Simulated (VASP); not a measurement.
VASP runs on LuP (space group P4_2/mmc) share one base input (PBE GGA, plane waves, VASP's PBE PAW potentials (set 64)) and change the settings named in each case.

### POSCAR
```
LuP
1
    3.9369530000     0.0000000000     0.0000000000
    0.0000000000     3.9369530000     0.0000000000
    0.0000000000     0.0000000000     6.9322140000
Lu P
2 2
Direct
  0.0000000000   0.5000000000   0.0000000000
  0.5000000000   0.0000000000   0.5000000000
  0.0000000000   0.0000000000   0.2500000000
  0.0000000000   0.0000000000   0.7500000000
```

**INCAR**
```
ALGO  =  Normal
EDIFF  =  1E-6
ENCUT  =  300
GGA  =  PE
ISIF  =  2
ISMEAR  =  -1
LASPH  =  .True.
LCHARG  =  .False.
LMAXMIX  =  6
LREAL  =  .False.
LWAVE  =  .False.
NELM  =  100
PREC  =  Accurate
SIGMA  =  0.1
SYSTEM  =  LuP
```

KPOINTS:
```
Automatic mesh
0
Gamma
6 6 3
0 0 0
```

POTCAR, in this order: Lu_3 P (PBE.64 set). Program: vasp_std.

| change | E(σ→0) (eV/atom) | pressure (GPa) | −TS (eV) |
|---|---|---|---|
| base run | -5.4738 | 4.28 | -0.0692 |
| GGA = PS | -5.8460 | 1.87 | -0.0709 |
| GGA_COMPAT = .FALSE., LNONCOLLINEAR = .TRUE., LSORBIT = .TRUE., MAGMOM = 0.0 0.0 0.0 0.0 0.0 0.0 0.0 0.0 0.0 0.0 0.0 0.0, program vasp_ncl | -5.6412 | 4.19 | -0.0698 |
| KPOINTS 4×4×3 Γ-centred mesh | -5.4635 | 4.21 | -0.0820 |
 Energies of different potentials or functionals have different zeros.  At 300 eV the pressure can carry a Pulay error.

Left out are runs that ran out of time, are held back, or changed the cell or the kind of run, fixed moments of cells without a moment, rows past the twelfth, gaps on odd meshes, pressures of charged cells and columns that move by less than the noise.

The structure was generated: LuP was put into an ordered model structure, which need not be its known phase. The cell was not relaxed at this level.
